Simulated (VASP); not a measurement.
Rh (space group Fm-3m): the measured cell of entry 9012958 of the Crystallography Open Database is

```xyz
1
Lattice="0.0000 1.8979 1.8979 1.8979 0.0000 1.8979 1.8979 1.8979 0.0000" Properties=species:S:1:pos:R:3 pbc="T T T"
Rh     0.0000     0.0000     0.0000
```

Calculation: r2SCAN+rVV10, VASP's PBE PAW potentials (set 64) (plane waves; VASP). Settings: 400 eV cut-off, 18×18×18 Γ-centred mesh, tetrahedra with Blöchl corrections, potentials Rh_pv.

The calculation is for a static lattice at zero pressure; the measurement, at 291 K, holds thermal and zero-point expansion. The entry's conditions were not checked, so it may have been measured under pressure.

Problem. How far does the relaxed conventional cell lie from the measured one?

Solution. 
|  | measured | computed | difference |
|---|---|---|---|
| a (Å) | 3.796 | 3.789 | -0.2 % |
| V (Å³/atom) | 13.67 | 13.60 | -0.5 % |

The structure comes from a measured Rh entry (Fm-3m) of the Crystallography Open Database, whose conditions weren't checked. It was relaxed first. Symmetry was kept, so distortions that lower it aren't found.
